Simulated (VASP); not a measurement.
Data:

```
Li2Se
1.0
    0.00000     2.98167     2.98167
    2.98167     0.00000     2.98167
    2.98167     2.98167     0.00000
Li Se
2 1
Direct
  0.25000   0.25000   0.25000
  0.75000   0.75000   0.75000
  0.00000   0.00000   0.00000
```

Level of theory: vdW-DF2, VASP's PBE PAW potentials (set 64) (plane waves; VASP 6.6.1). Settings: 520 eV cut-off, 6×6×6 Γ-centred mesh, Gaussian smearing of 0.050 eV, potentials Li_sv Se.

Q: Give the stress tensor in GPa (positive for a compressed cell).

A: 
```
2.23  0.00  0.00
0.00  2.23  0.00
0.00  0.00  2.23
```
The pressure is its mean diagonal, 2.23 GPa.

The compound is Li2Se in the antifluorite structure. This cell is one point of a volume scan, at 0.94 of the reference volume.
